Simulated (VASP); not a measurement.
## GaN: energy against strain

GaN (wurtzite, P6_3mc, 11.115 Å³/atom and stress up to 0.24 GPa in the relaxed cell, c along z) under a strain ε along c (axis z), the other axes held. LDA in VASP (plane waves, PAW), 600 eV, 12×12×6 Γ-centred mesh, Gaussian smearing 0.05 eV; ions are relaxed, or left where forces stay under 0.02 eV/Å, within the symmetry of each cell.

Here s stands for strain and y for E less E0.

```
strain (%)  E less E0 (meV/atom)
----------  --------------------
-3.00                          ?
-1.50                       3.53
-1.00                       1.63
-0.50                       0.46
0.00                        0.00
0.50                        0.24
1.00                        1.19
1.50                        2.80
```

Fit y of the 7 rows that show it with a parabola. Least squares gives y = 0.000 - 0.2350·s + 1.4071·s². Residuals (row less fit): 0.012, -0.012, -0.009, 0.000, 0.006, 0.018, -0.013; standard error 0.015 (degrees of freedom: 4). Twice the quadratic coefficient over the volume, 2 × 1.4071 meV × 10⁴ × 0.1602 / 11.115 Å³, is the elastic constant C33 = 406 ± 2 GPa (± standard error of the fit, which holds the terms cut off).

### Question
What does the fit predict for y at s = -3.00, and how far is the calculated value from it?

### Answer
y = 0.000 - 0.2350 × (-3.0) + 1.4071 × (-3.0)² = 13.369 meV/atom. The calculation gives 13.65 meV/atom, 0.281 meV/atom above the prediction (2.1 % of the range of y in the table). The row lies outside the fitted rows, so this is an extrapolation. From the scatter of the fitted rows alone, a prediction at this place has a standard error of 0.057 meV/atom, so the miss is 4.9 times that.

A polynomial of degree 3 through the 12 other runs of the series gives 13.67 there, so most of the miss is curvature that the fit leaves out. Rows are the converged runs of the series near zero and its far end; series whose fitted rows scatter by over a few per cent of the range, as at a crossing or softening among them, aren't shown in this form, nor equations of state whose B0' disagrees with the runs' pressures. Most that stay on the fit to the last digits aren't either.
